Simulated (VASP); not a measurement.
An input for Ansatz (written as the equivalent of a VASP run, and not itself run):

Ansatz 0.2 input:
```yaml
crystal:
  lattice:
    - [0.0000000, 2.5255060, 2.5255060]
    - [2.5255060, 0.0000000, 2.5255060]
    - [2.5255060, 2.5255060, 0.0000000]
  atoms:
    - { symbol: Sr, position: [0.0000000, 0.0000000, 0.0000000] }
    - { symbol: O, position: [0.5000000, 0.5000000, 0.5000000] }
kpoints:
  mp_grid: { grid: [9, 9, 9] }
hamiltonian:
  xc: pbesol
  pseudopotentials: { kind: paw }
scf:
  occupations: { method: gaussian, width: 0.05 }
  max_iter: 100
relax:
  max_steps: 40
  f_tol: 0.02
  cell: { p_target: 10 }
output: { forces: true, stress: true, eigenvalues: true }
```

Problem. Write the VASP files for the same calculation (PBEsol).

Solution. One answer among several that fit: 
INCAR:
```
ALGO=Normal
EDIFF=1E-6
EDIFFG=-0.02
ENCUT=620
GGA=PS
IBRION=2
ISIF=3
ISMEAR=0
LASPH=.TRUE.
LCHARG=.FALSE.
LMAXMIX=4
LREAL=.FALSE.
LWAVE=.FALSE.
NELM=100
NSW=40
PREC=Accurate
PSTRESS=100
SIGMA=0.05
SYSTEM=SrO
```

### KPOINTS
```
kpoints
0
Gamma
 9 9 9
```

POSCAR:
```
SrO
1.0
  0.0000000000   2.5255060334   2.5255060334
  2.5255060334   0.0000000000   2.5255060334
  2.5255060334   2.5255060334   0.0000000000
Sr O
1 1
Cart
  0.0000000000   0.0000000000   0.0000000000
  2.5255060334   2.5255060334   2.5255060334
```

POTCAR, in this order: Sr_sv O (PBE.64 set). Program: vasp_std.

The two are equivalent in intent, not identical: each code has its own PAW files, so the cut-off isn't converted (ENCUT is set for VASP's; basis.ecutwfc is left out, and Ansatz then takes the one that its files recommend); Ansatz stops its SCF on the density residual and VASP on the energy change (EDIFF).

The compound is SrO in the rock salt structure. This run relaxes it under an external pressure of 10 GPa. Symmetry was kept, so distortions that lower it aren't found.
